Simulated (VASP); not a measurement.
These are PW91 GGA, VASP's PBE PAW potentials (set 64) (plane waves; VASP) values and carry that method's errors.

Input for VASP

### KPOINTS
```
Regular mesh
0
Gamma
  13 13 10
```

POSCAR:
```
CuAu
1
    2.9016678255     0.0000000000     0.0000000000
    0.0000000000     2.9016678255     0.0000000000
    0.0000000000     0.0000000000     3.8016227696
Cu Au
1 1
Direct
  0.0000000000   1.0000000000   0.0000000000
  0.5000000000   0.5000000000   0.5000000000
```

**INCAR**
```
# general
SYSTEM  = CuAu
PREC    = Accurate
ENCUT   = 520   # plane-wave cut-off (eV)
LREAL   = .FALSE.
LASPH   = .TRUE.

# electronic loop
EDIFF   = 1E-7   # SCF stop (eV)
NELM    = 100   # most electronic steps
ALGO    = Normal   # blocked Davidson
LMAXMIX = 6   # l cut-off of mixed one-centre charges

# smearing
ISMEAR  = 1   # Methfessel-Paxton
SIGMA   = 0.1   # width (eV)

# functional
GGA     = 91

# ions
IBRION  = 2   # conjugate gradients
NSW     = 30
ISIF    = 4
EDIFFG  = -0.01

# output
LWAVE   = .FALSE.
LCHARG  = .FALSE.
```

POTCAR, in this order: Cu Au (PBE.64 set). Program: vasp_std.

What will the output report for the number of irreducible k-points (NKPTS), largest plane-wave count, number of space-group operations, FFT grid (NGX, NGY, NGZ)?

```json
{
  "number of irreducible k-points (NKPTS)": "168",
  "largest_plane_wave_count": "880",
  "number_of_space_group_operations": "16",
  "FFT grid (NGX, NGY, NGZ)": "24 × 24 × 28"
}
```

The compound is CuAu in the L1_0 structure. This cell is one point of a volume scan, at 1.06 of the reference volume. Symmetry was kept, so distortions that lower it aren't found.
